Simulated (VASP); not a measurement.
These are PBEsol GGA, VASP's PBE PAW potentials (set 64) (plane waves; VASP) values and carry that method's errors.

Input for VASP

KPOINTS:
```
Automatic
0
gamma
10 10 10
```

INCAR:
```
SYSTEM = Y
PREC = Accurate; ENCUT = 400; LREAL = .FALSE.
LASPH = .TRUE.
EDIFF = 1E-6; NELM = 100; ALGO = Normal
LMAXMIX = 4
ISMEAR = 1; SIGMA = 0.1
GGA = PS
IBRION = 2; NSW = 60; ISIF = 3
EDIFFG = -0.01
LWAVE = .FALSE.; LCHARG = .FALSE.
```

### POSCAR
```
Y
1
    3.3336840000     0.0000000000     0.0000000000
    0.0000000000     3.3336840000     0.0000000000
    0.0000000000     0.0000000000     3.3336840000
Y
1
Direct
  0.0000000000   0.0000000000   0.0000000000
```

POTCAR, in this order: Y_sv (PBE.64 set). Program: vasp_std.

Output

**OUTCAR**
```
 ion  position               nearest neighbor table
   1  0.000  0.000  0.000-
  LATTYP: Found a simple cubic cell.
 ALAT       =     3.3336840000
 Subroutine PRICEL returns:
 Original cell was already a primitive cell.
 Subroutine GETGRP returns: Found 48 space group operations
The static configuration has the point symmetry O_h .
The dynamic configuration has the point symmetry O_h .
 Subroutine INISYM returns: Found 48 space group operations
 Subroutine IBZKPT returns following result:
 Found     56 irreducible k-points:

 Following reciprocal coordinates:
            Coordinates               Weight
  0.000000  0.000000  0.000000      1.000000
  0.100000  0.000000  0.000000      6.000000
  0.200000  0.000000  0.000000      6.000000
  0.300000  0.000000  0.000000      6.000000
  0.400000  0.000000  0.000000      6.000000
  0.500000  0.000000  0.000000      3.000000
  0.100000  0.100000  0.000000     12.000000
  0.200000  0.100000  0.000000     24.000000
  0.300000  0.100000  0.000000     24.000000
  0.400000  0.100000  0.000000     24.000000
  0.500000  0.100000  0.000000     12.000000
  0.200000  0.200000  0.000000     12.000000
  0.300000  0.200000  0.000000     24.000000
  0.400000  0.200000  0.000000     24.000000
  0.500000  0.200000  0.000000     12.000000
  0.300000  0.300000  0.000000     12.000000
  0.400000  0.300000  0.000000     24.000000
  0.500000  0.300000  0.000000     12.000000
  0.400000  0.400000  0.000000     12.000000
  0.500000  0.400000  0.000000     12.000000
  0.500000  0.500000  0.000000      3.000000
  0.100000  0.100000  0.100000      8.000000
  0.200000  0.100000  0.100000     24.000000
  0.300000  0.100000  0.100000     24.000000
  0.400000  0.100000  0.100000     24.000000
...
```

### OSZICAR
```
       N       E                     dE             d eps       ncg     rms          rms(c)
DAV:   1     0.160053455523E+02    0.16005E+02   -0.51454E+03  1032   0.902E+02
DAV:   2    -0.542036877854E+01   -0.21426E+02   -0.21018E+02  1220   0.142E+02
DAV:   3    -0.624297336133E+01   -0.82260E+00   -0.76279E+00  1501   0.202E+01
DAV:   4    -0.626242078710E+01   -0.19447E-01   -0.18822E-01  1443   0.253E+00
DAV:   5    -0.626261281791E+01   -0.19203E-03   -0.19166E-03  1497   0.187E-01    0.185E+01
DAV:   6    -0.601992791007E+01    0.24268E+00   -0.35904E-01  1048   0.417E+00    0.112E+01
DAV:   7    -0.598489798108E+01    0.35030E-01   -0.49722E-01  1086   0.462E+00    0.886E-01
DAV:   8    -0.597815431363E+01    0.67437E-02   -0.89405E-02  1149   0.225E+00    0.101E+00
DAV:   9    -0.597774843362E+01    0.40588E-03   -0.28266E-03  1193   0.517E-01    0.199E-01
DAV:  10    -0.597762855733E+01    0.11988E-03   -0.25662E-04  1340   0.154E-01    0.544E-02
DAV:  11    -0.597761704495E+01    0.11512E-04   -0.67496E-05  1286   0.740E-02    0.184E-02
DAV:  12    -0.597761686975E+01    0.17520E-06   -0.42658E-06  1201   0.243E-02
   1 F= -.59776169E+01 E0= -.59780930E+01  d E =-.597762E+01
       N       E                     dE             d eps       ncg     rms          rms(c)
DAV:   1    -0.717229061071E+01   -0.11947E+01   -0.22484E+01  1427   0.376E+01    0.755E+00
DAV:   2    -0.613632305251E+01    0.10360E+01   -0.16401E+00  1176   0.106E+01    0.291E+00
DAV:   3    -0.595200539132E+01    0.18432E+00   -0.12999E+00  1456   0.730E+00    0.149E+00
DAV:   4    -0.597886659765E+01   -0.26861E-01   -0.30172E-02  1103   0.158E+00    0.781E-01
DAV:   5    -0.600817280819E+01   -0.29306E-01   -0.35546E-02  1573   0.756E-01    0.496E-01
DAV:   6    -0.601912199003E+01   -0.10949E-01   -0.18056E-02  1651   0.961E-01    0.446E-02
DAV:   7    -0.601911247617E+01    0.95139E-05   -0.25596E-04  1112   0.134E-01    0.279E-02
DAV:   8    -0.601915391466E+01   -0.41438E-04   -0.56183E-05  1725   0.568E-02    0.267E-03
DAV:   9    -0.601915403861E+01   -0.12396E-06   -0.21893E-06   904   0.109E-02
   2 F= -.60191540E+01 E0= -.60196942E+01  d E =-.415372E-01
       N       E                     dE             d eps       ncg     rms          rms(c)
DAV:   1    -0.603232214945E+01   -0.13168E-01   -0.23567E-01  1482   0.377E+00    0.859E-01
DAV:   2    -0.602043638308E+01    0.11886E-01   -0.22097E-02  1292   0.120E+00    0.287E-01
DAV:   3    -0.601871269674E+01    0.17237E-02   -0.13249E-02  1475   0.719E-01    0.180E-01
DAV:   4    -0.601899795171E+01   -0.28525E-03   -0.20311E-04  1087   0.122E-01    0.124E-01
DAV:   5    -0.601948130169E+01   -0.48335E-03   -0.55782E-04  1541   0.115E-01    0.550E-02
DAV:   6    -0.601959812040E+01   -0.11682E-03   -0.13961E-04  1619   0.942E-02    0.327E-03
DAV:   7    -0.601960041991E+01   -0.22995E-05   -0.44509E-06  1354   0.116E-02    0.261E-03
DAV:   8    -0.601960125689E+01   -0.83698E-06   -0.59409E-07   670   0.629E-03
   3 F= -.60196013E+01 E0= -.60199941E+01  d E =-.419844E-01
       N       E                     dE             d eps       ncg     rms          rms(c)
DAV:   1    -0.602022348025E+01   -0.62306E-03   -0.11320E-02  1498   0.826E-01    0.191E-01
DAV:   2    -0.601964424660E+01    0.57923E-03   -0.10715E-03  1300   0.263E-01    0.627E-02
DAV:   3    -0.601956161754E+01    0.82629E-04   -0.63379E-04  1473   0.157E-01    0.414E-02
DAV:   4    -0.601957974682E+01   -0.18129E-04   -0.11395E-05  1090   0.295E-02    0.251E-02
DAV:   5    -0.601960198689E+01   -0.22240E-04   -0.26576E-05  1528   0.234E-02    0.129E-02
DAV:   6    -0.601960871081E+01   -0.67239E-05   -0.70007E-06  1539   0.218E-02    0.535E-04
DAV:   7    -0.601960875861E+01   -0.47798E-07   -0.10692E-07   533   0.209E-03
   4 F= -.60196088E+01 E0= -.60199652E+01  d E =-.419919E-01
```

File OUTCAR:
```
------------------------ aborting loop because EDIFF is reached ----------------------------------------
  FORCE on cell =-STRESS in cart. coord.  units (eV):
  Direction    XX          YY          ZZ          XY          YZ          ZX
  --------------------------------------------------------------------------------------
  Total        0.0037007      0.0037007      0.0037007      0.0000000      0.0000000      0.0000000
  in kB        0.1799303      0.1799303      0.1799303      0.0000000      0.0000000      0.0000000
  external PRESSURE =       0.1799303 kB  Pullay stress =       0.0000000 kB
  volume of cell :       32.95
      direct lattice vectors                 reciprocal lattice vectors
     3.205999675 -0.000000000 -0.000000000     0.311915191  0.000000000 -0.000000000
    -0.000000000  3.205999675 -0.000000000     0.000000000  0.311915191  0.000000000
     0.000000000 -0.000000000  3.205999675     0.000000000  0.000000000  0.311915191
 POSITION                                       TOTAL-FORCE (eV/Angst)
 -----------------------------------------------------------------------------------
      0.00000      0.00000      0.00000         0.000000     -0.000000      0.000000
 -----------------------------------------------------------------------------------
    total drift:                                0.000000     -0.000000     -0.000000
  FREE ENERGIE OF THE ION-ELECTRON SYSTEM (eV)
  ---------------------------------------------------
  free  energy   TOTEN  =        -6.0196087586 eV

  energy  without entropy=       -6.0206781765  energy(sigma->0) =       -6.01996523

 reached required accuracy - stopping structural energy minimisation
```
(Selected blocks of OUTCAR.)

### CONTCAR
```
Y
   1.00000000000000
     3.2059996746121344   -0.0000000000000000   -0.0000000000000000
    -0.0000000000000000    3.2059996746121344   -0.0000000000000000
     0.0000000000000000   -0.0000000000000000    3.2059996746121344
  Y
     1
Direct
     0.0000000000000000    0.0000000000000000    0.0000000000000000
```

Energy and stress use the plane-wave basis of the starting cell.

The structure was generated: Y was put into the simple-cubic type (Pm-3m), which need not be its known phase. This run relaxes it. Symmetry was kept, so distortions that lower it aren't found.
